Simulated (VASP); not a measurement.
Computed with RPBE GGA, VASP's PBE PAW potentials (set 64) (plane waves; VASP).

VASP input:

### INCAR
```
SYSTEM = MnF2
PREC = Accurate; ENCUT = 520; LREAL = .False.
LASPH = .True.
EDIFF = 1E-7; NELM = 100; ALGO = Normal
LMAXMIX = 4
ISMEAR = 0; SIGMA = 0.05
GGA = RP
MAGMOM = 4.6 -4.6 -0.0 2*0.0 -0.0
ISPIN = 2
IBRION = 2; NSW = 30; ISIF = 4
EDIFFG = -0.01
LWAVE = .False.; LCHARG = .False.; LORBIT = 10
```

File POSCAR:
```
MnF2
1
    4.9734843279     0.0000000000     0.0000000000
    0.0000000000     4.9734843279     0.0000000000
    0.0000000000     0.0000000000     3.3323363846
Mn F
2 4
Direct
  0.0000000000   0.0000000000   0.0000000000
  0.5000000000   0.5000000000   0.5000000000
  0.3042934303   0.3042934303   0.0000000000
  0.8042934303   0.1957065697   0.5000000000
  0.1957065697   0.8042934303   0.5000000000
  0.6957065697   0.6957065697   0.0000000000
```

**KPOINTS**
```
K-points
0
G
5 5 7
```

POTCAR, in this order: Mn_pv F (PBE.64 set). Program: vasp_std.

Problem. Predict the energy per atom (σ→0), cell moment.

Solution. 
```
Property                       Result
---------------------  --------------
energy per atom (σ→0)  -6.341 eV/atom
cell moment                   0.00 μB
```

### OSZICAR
```
...
DAV:   2    -0.380456604742E+02    0.80940E-03   -0.17900E-02  3648   0.978E-01    0.294E-01
DAV:   3    -0.380448505758E+02    0.80990E-03   -0.92418E-04  3880   0.264E-01    0.162E-01
DAV:   4    -0.380446779353E+02    0.17264E-03   -0.38027E-04  3592   0.143E-01    0.491E-02
DAV:   5    -0.380446818954E+02   -0.39601E-05   -0.37541E-05  3168   0.405E-02    0.298E-02
DAV:   6    -0.380446829934E+02   -0.10980E-05   -0.35084E-06  3904   0.151E-02    0.141E-02
DAV:   7    -0.380446836389E+02   -0.64543E-06   -0.90668E-07  3496   0.782E-03    0.253E-03
DAV:   8    -0.380446837043E+02   -0.65452E-07   -0.87922E-08  1992   0.252E-03
   3 F= -.38044684E+02 E0= -.38044684E+02  d E =-.103219E-02  mag=     0.0000
```

The compound is MnF2 in the rutile structure. This cell is one point of a volume scan, at 0.97 of the reference volume. Symmetry was kept, so distortions that lower it aren't found.
